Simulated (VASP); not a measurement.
Output of a VASP run:

File OSZICAR:
```
...
DAV:   7    -0.419799605353E+02   -0.12944E-04   -0.62395E-06   320   0.132E-02    0.552E-03
DAV:   8    -0.419799741291E+02   -0.13594E-04   -0.64289E-06   342   0.860E-03    0.273E-03
DAV:   9    -0.419799841366E+02   -0.10008E-04   -0.21270E-06   330   0.527E-03    0.142E-03
DAV:  10    -0.419799900066E+02   -0.58700E-05   -0.13939E-06   338   0.297E-03
   3 F= -.41979990E+02 E0= -.41979990E+02  d E =-.152440E-01
       N       E                     dE             d eps       ncg     rms          rms(c)
DAV:   1    -0.419799338960E+02    0.50241E-04   -0.78805E-02   456   0.107E+00    0.143E-01
DAV:   2    -0.419801343712E+02   -0.20048E-03   -0.28910E-03   518   0.242E-01    0.539E-02
DAV:   3    -0.419801205604E+02    0.13811E-04   -0.11916E-04   648   0.404E-02    0.347E-02
DAV:   4    -0.419801135785E+02    0.69819E-05   -0.38775E-05   432   0.243E-02
   4 F= -.41980114E+02 E0= -.41980114E+02  d E =-.153675E-01
       N       E                     dE             d eps       ncg     rms          rms(c)
DAV:   1    -0.419807425457E+02   -0.62199E-03   -0.11264E-01   456   0.924E-01    0.185E-01
DAV:   2    -0.419811432627E+02   -0.40072E-03   -0.49742E-03   512   0.243E-01    0.795E-02
DAV:   3    -0.419811119759E+02    0.31287E-04   -0.13361E-04   488   0.425E-02    0.547E-02
DAV:   4    -0.419810876409E+02    0.24335E-04   -0.15093E-04   456   0.500E-02    0.280E-02
DAV:   5    -0.419810905622E+02   -0.29213E-05   -0.28963E-05   424   0.191E-02
   5 F= -.41981091E+02 E0= -.41981091E+02  d E =-.976984E-03
       N       E                     dE             d eps       ncg     rms          rms(c)
DAV:   1    -0.419791176134E+02    0.19700E-02   -0.10151E+00   456   0.278E+00    0.564E-01
DAV:   2    -0.419827476525E+02   -0.36300E-02   -0.45316E-02   512   0.738E-01    0.248E-01
DAV:   3    -0.419824560246E+02    0.29163E-03   -0.12365E-03   600   0.130E-01    0.172E-01
DAV:   4    -0.419822081463E+02    0.24788E-03   -0.10913E-03   520   0.136E-01    0.918E-02
DAV:   5    -0.419822275709E+02   -0.19425E-04   -0.23407E-04   536   0.525E-02    0.265E-02
DAV:   6    -0.419822230852E+02    0.44857E-05   -0.19848E-05   410   0.164E-02
   6 F= -.41982223E+02 E0= -.41982223E+02  d E =-.210951E-02
       N       E                     dE             d eps       ncg     rms          rms(c)
DAV:   1    -0.419822605317E+02   -0.32961E-04   -0.29997E-01   462   0.208E+00    0.198E-01
DAV:   2    -0.419830392538E+02   -0.77872E-03   -0.97363E-03   498   0.436E-01    0.934E-02
DAV:   3    -0.419830495161E+02   -0.10262E-04   -0.43902E-04   686   0.741E-02    0.576E-02
DAV:   4    -0.419830372855E+02    0.12231E-04   -0.46315E-05   426   0.259E-02    0.380E-02
DAV:   5    -0.419830380528E+02   -0.76733E-06   -0.24267E-05   386   0.187E-02
   7 F= -.41983038E+02 E0= -.41983038E+02  d E =-.814968E-03
       N       E                     dE             d eps       ncg     rms          rms(c)
DAV:   1    -0.419821909030E+02    0.84638E-03   -0.47287E-01   456   0.261E+00    0.256E-01
DAV:   2    -0.419834224585E+02   -0.12316E-02   -0.15493E-02   530   0.548E-01    0.113E-01
DAV:   3    -0.419834378323E+02   -0.15374E-04   -0.69771E-04   678   0.937E-02    0.678E-02
DAV:   4    -0.419834199000E+02    0.17932E-04   -0.70829E-05   408   0.319E-02    0.442E-02
DAV:   5    -0.419834210920E+02   -0.11920E-05   -0.35434E-05   414   0.224E-02
   8 F= -.41983421E+02 E0= -.41983421E+02  d E =-.119801E-02
```

File OUTCAR:
```
------------------------ aborting loop because EDIFF is reached ----------------------------------------
  FORCE on cell =-STRESS in cart. coord.  units (eV):
  Direction    XX          YY          ZZ          XY          YZ          ZX
  --------------------------------------------------------------------------------------
  Total       -1.8688626     -1.8688626     -0.1889874      0.0000000      0.0000000      0.0000000
  in kB       -5.3492768     -5.3492768     -0.5409418      0.0000000      0.0000000      0.0000000
  external PRESSURE =      -3.7464984 kB  Pullay stress =       0.0000000 kB
  volume of cell :      559.75
      direct lattice vectors                 reciprocal lattice vectors
     4.498649525  0.000000000  0.000000000     0.222288932  0.000000000  0.000000000
     0.000000000  4.498649525  0.000000000     0.000000000  0.222288932  0.000000000
     0.000000000  0.000000000 27.658496790     0.000000000  0.000000000  0.036155255
 POSITION                                       TOTAL-FORCE (eV/Angst)
 -----------------------------------------------------------------------------------
      0.00000      2.24932      9.10485         0.000000      0.000000      0.021398
      2.24932      0.00000     12.23452         0.000000      0.000000     -0.002440
      0.00000      2.24932     15.42397        -0.000000     -0.000000      0.002440
      2.24932      0.00000     18.55364         0.000000      0.000000     -0.021398
      0.00000      2.24932     12.20482         0.000000      0.000000      0.023760
      2.24932      0.00000      9.11537        -0.000000      0.000000     -0.013700
      0.00000      2.24932     18.54313         0.000000      0.000000      0.013700
      2.24932      0.00000     15.45367         0.000000     -0.000000     -0.023760
 -----------------------------------------------------------------------------------
    total drift:                                0.000000     -0.000000      0.000000
  FREE ENERGIE OF THE ION-ELECTRON SYSTEM (eV)
  ---------------------------------------------------
  free  energy   TOTEN  =       -41.9834210920 eV

  energy  without entropy=      -41.9834210920  energy(sigma->0) =      -41.98342109

 reached required accuracy - stopping structural energy minimisation
```
(Selected blocks of OUTCAR.)

POSCAR:
```
BaS(100) slab
1
    4.4986495247     0.0000000000     0.0000000000
    0.0000000000     4.4986495247    -0.0000000000
   -0.0000000000    -0.0000000000    27.6584967898
Ba S
4 4
Direct
  0.0000000000   0.5000000000   0.3274840000
  0.5000000000   0.0000000000   0.4424950000
  0.0000000000   0.5000000000   0.5575050000
  0.5000000000   0.0000000000   0.6725160000
  0.0000000000   0.5000000000   0.4424950000
  0.5000000000   0.0000000000   0.3274840000
  0.0000000000   0.5000000000   0.6725160000
  0.5000000000   0.0000000000   0.5575050000
```

Question: Reconstruct the remaining input files.

Answer: This is not unique; one that fits is the input of the run itself, PBEsol GGA, plane waves, VASP's PBE PAW potentials (set 64).

### KPOINTS
```
Automatic mesh
0
Gamma
5 5 1
0 0 0
```

INCAR:
```
SYSTEM = BaS(100) slab
PREC = Normal
ENCUT = 400
EDIFF = 1E-5
NELM = 100
ALGO = Normal
LREAL = .FALSE.
LASPH = .TRUE.
ISMEAR = 0
SIGMA = 0.05
GGA = PS
LMAXMIX = 4
LWAVE = .TRUE.
LCHARG = .FALSE.
NELMIN = 4
LDIPOL = .TRUE.
IDIPOL = 3
DIPOL = 0.5 0.5 0.5
IBRION = 2
ISIF = 2
NSW = 50
EDIFFG = -0.03
```

POTCAR, in this order: Ba_sv S (PBE.64 set). Program: vasp_std.

The cell is a thin slab with vacuum, built from BaS (rock salt): (100) face.
